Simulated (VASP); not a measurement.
VASP ran on this input.

File KPOINTS:
```
kpoints
0
Gamma
 8 8 15
0 0 0
```

**INCAR**
```
# general
SYSTEM =Pd2Rh2
PREC   =Accurate
ENCUT  =400   # plane-wave cut-off (eV)
LREAL  =.False.   # projection in real space or not
LASPH  =.True.

# electronic loop
EDIFF  =1E-7
NELM   =100
ALGO   =Normal
LMAXMIX=4   # l cut-off of mixed one-centre charges

# smearing
ISMEAR =-5   # tetrahedra, Bloechl

# functional
GGA    =PS   # PBEsol

# ions
ISIF   =2   # forces and stress, cell fixed

# output
LWAVE  =.False.
LCHARG =.True.
LORBIT =11   # lm-projected
NEDOS  =601

# other
LEFG   =.True.
```

**POSCAR**
```
Pd2Rh2
1
    0.0246101596     3.8071605647     3.8071604682
    3.8317711181    -0.0000003940     3.8317710128
    1.9158853621     1.9158853621    -0.0000000000
Rh Pd
2 2
Direct
  1.0000000000   0.0000000000   1.0000000000
  1.0000000000   0.5000000000   1.0000000000
  0.5000000000   1.0000000000   0.0000000000
  0.5000000000   0.5000000000   1.0000000000
```

POTCAR, in this order: Rh_pv Pd (PBE.64 set). Program: vasp_std.

Question: Translate this PBEsol calculation to Ansatz.

Answer: One equivalent input (not run):
Ansatz 0.2 input:
```yaml
crystal:
  lattice:
    - [0.0246102, 3.8071606, 3.8071605]
    - [3.8317711, -0.0000004, 3.8317710]
    - [1.9158854, 1.9158854, 0.0000000]
  atoms:
    - { symbol: Rh, position: [1.0000000, 0.0000000, 1.0000000] }
    - { symbol: Rh, position: [1.0000000, 0.5000000, 1.0000000] }
    - { symbol: Pd, position: [0.5000000, 1.0000000, 0.0000000] }
    - { symbol: Pd, position: [0.5000000, 0.5000000, 1.0000000] }
kpoints:
  mp_grid: { grid: [8, 8, 15] }
hamiltonian:
  xc: pbesol
  pseudopotentials: { kind: paw }
scf:
  occupations: { method: tetrahedron }
  max_iter: 100
output: { forces: true, stress: true, eigenvalues: true }
```
The two are equivalent in intent, not identical: each code has its own PAW files, so the cut-off isn't converted (ENCUT is set for VASP's; basis.ecutwfc is left out, and Ansatz then takes the one that its files recommend); Ansatz stops its SCF on the density residual and VASP on the energy change (EDIFF); the field gradients of LEFG aren't asked of the other code.

The structure was generated: Pd2Rh2 was put into an ordered model structure (R-3m), which need not be its known phase. It was relaxed first.
